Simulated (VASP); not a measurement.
Computed with RPBE GGA, VASP's PBE PAW potentials (set 64) (plane waves; VASP).

The input files of a VASP run:

### KPOINTS
```
Automatic mesh
0
Gamma
8 8 8
0 0 0
```

INCAR:
```
! general
SYSTEM  = Pt3Ti
PREC    = Accurate
ENCUT   = 520   ! plane-wave cut-off (eV)
LREAL   = F   ! projection in real space or not
LASPH   = T   ! aspherical one-centre terms

! electronic loop
EDIFF   = 1E-7
NELM    = 100
ALGO    = Normal
LMAXMIX = 6   ! l cut-off of mixed one-centre charges

! smearing
ISMEAR  = 1   ! Methfessel-Paxton
SIGMA   = 0.1   ! width (eV)

! functional
GGA     = RP   ! RPBE

! ions
ISIF    = 2

! output
LWAVE   = F
LCHARG  = F
```

File POSCAR:
```
Pt3Ti
1
    3.8881474499     0.0000000000     0.0000000000
    0.0000000000     3.8881474499     0.0000000000
    0.0000000000     0.0000000000     3.8881474499
Ti Pt
1 3
Direct
  0.0000000000   0.0000000000   0.0000000000
  0.0000000000   0.5000000000   0.5000000000
  0.5000000000   0.0000000000   0.5000000000
  0.5000000000   0.5000000000   0.0000000000
```

POTCAR, in this order: Ti_sv Pt (PBE.64 set). Program: vasp_std.

The run wrote:

### OUTCAR
```
 ion  position               nearest neighbor table
   1  0.000  0.000  0.000-   2 2.75   3 2.75   4 2.75   2 2.75   3 2.75   2 2.75   4 2.75   2 2.75
                             3 2.75   4 2.75   3 2.75   4 2.75
   2  0.000  0.500  0.500-   1 2.75   3 2.75   4 2.75   1 2.75   4 2.75   1 2.75   3 2.75   1 2.75
                             3 2.75   4 2.75   4 2.75   3 2.75
   3  0.500  0.000  0.500-   1 2.75   2 2.75   4 2.75   1 2.75   4 2.75   2 2.75   4 2.75   4 2.75
                             1 2.75   2 2.75   1 2.75   2 2.75
   4  0.500  0.500  0.000-   1 2.75   2 2.75   3 2.75   2 2.75   3 2.75   1 2.75   3 2.75   3 2.75
                             1 2.75   2 2.75   2 2.75   1 2.75
  LATTYP: Found a simple cubic cell.
 ALAT       =     3.8881474499
 Subroutine PRICEL returns:
 Original cell was already a primitive cell.
 Subroutine GETGRP returns: Found 48 space group operations
The static configuration has the point symmetry O_h .
The dynamic configuration has the point symmetry O_h .
 Subroutine INISYM returns: Found 48 space group operations
 Subroutine IBZKPT returns following result:
 Found     35 irreducible k-points:

 Following reciprocal coordinates:
            Coordinates               Weight
  0.000000  0.000000  0.000000      1.000000
  0.125000  0.000000  0.000000      6.000000
  0.250000  0.000000  0.000000      6.000000
...
```

OSZICAR:
```
       N       E                     dE             d eps       ncg     rms          rms(c)
DAV:   1     0.388089517641E+03    0.38809E+03   -0.21328E+04  1750   0.182E+03
DAV:   2     0.516694565369E+01   -0.38292E+03   -0.37610E+03  1853   0.456E+02
DAV:   3    -0.286687168199E+02   -0.33836E+02   -0.32662E+02  2510   0.114E+02
DAV:   4    -0.298573980742E+02   -0.11887E+01   -0.11840E+01  2160   0.221E+01
DAV:   5    -0.298866042807E+02   -0.29206E-01   -0.29187E-01  2432   0.352E+00    0.227E+01
DAV:   6    -0.284189477885E+02    0.14677E+01   -0.22433E+01  2491   0.329E+01    0.145E+01
DAV:   7    -0.278510077194E+02    0.56794E+00   -0.29810E+01  2447   0.330E+01    0.109E+01
DAV:   8    -0.271347228821E+02    0.71628E+00   -0.16299E+00  2404   0.103E+01    0.450E+00
DAV:   9    -0.270380387922E+02    0.96684E-01   -0.16359E+00  2600   0.714E+00    0.191E+00
DAV:  10    -0.270032288871E+02    0.34810E-01   -0.21202E-01  2479   0.332E+00    0.383E-01
DAV:  11    -0.270044821888E+02   -0.12533E-02   -0.30666E-03  2168   0.488E-01    0.438E-01
DAV:  12    -0.270029113193E+02    0.15709E-02   -0.10181E-02  2523   0.649E-01    0.725E-02
DAV:  13    -0.270029029724E+02    0.83469E-05   -0.15947E-04  2094   0.911E-02    0.403E-02
DAV:  14    -0.270029085954E+02   -0.56230E-05   -0.53537E-05  2435   0.564E-02    0.463E-02
DAV:  15    -0.270028953655E+02    0.13230E-04   -0.77705E-05  2528   0.601E-02    0.817E-03
DAV:  16    -0.270028957572E+02   -0.39168E-06   -0.16383E-06  2178   0.856E-03    0.580E-03
DAV:  17    -0.270028959612E+02   -0.20402E-06   -0.56577E-07  1672   0.595E-03    0.173E-03
DAV:  18    -0.270028959689E+02   -0.77343E-08   -0.19008E-08   957   0.119E-03
   1 F= -.27002896E+02 E0= -.27002703E+02  d E =-.578118E-03
```

OUTCAR:
```
------------------------ aborting loop because EDIFF is reached ----------------------------------------
  FORCE on cell =-STRESS in cart. coord.  units (eV):
  Direction    XX          YY          ZZ          XY          YZ          ZX
  --------------------------------------------------------------------------------------
  Total        5.8658683      5.8658683      5.8658683      0.0000000      0.0000000     -0.0000000
  in kB      159.8875736    159.8875736    159.8875736      0.0000000      0.0000000     -0.0000000
  external PRESSURE =     159.8875736 kB  Pullay stress =       0.0000000 kB
  volume of cell :       58.78
      direct lattice vectors                 reciprocal lattice vectors
     3.888147450  0.000000000  0.000000000     0.257191892  0.000000000  0.000000000
     0.000000000  3.888147450  0.000000000     0.000000000  0.257191892  0.000000000
     0.000000000  0.000000000  3.888147450     0.000000000  0.000000000  0.257191892
 POSITION                                       TOTAL-FORCE (eV/Angst)
 -----------------------------------------------------------------------------------
      0.00000      0.00000      0.00000         0.000000      0.000000      0.000000
      0.00000      1.94407      1.94407         0.000000      0.000000      0.000000
      1.94407      0.00000      1.94407         0.000000      0.000000      0.000000
      1.94407      1.94407      0.00000         0.000000      0.000000      0.000000
 -----------------------------------------------------------------------------------
    total drift:                                0.000000      0.000000     -0.000000
  FREE ENERGIE OF THE ION-ELECTRON SYSTEM (eV)
  ---------------------------------------------------
  free  energy   TOTEN  =       -27.0028959689 eV

  energy  without entropy=      -27.0023178505  energy(sigma->0) =      -27.00270326
```
(Selected blocks of OUTCAR.)

The compound is Pt3Ti in the L1_2 structure. This cell is one point of a volume scan, at 0.94 of the reference volume.
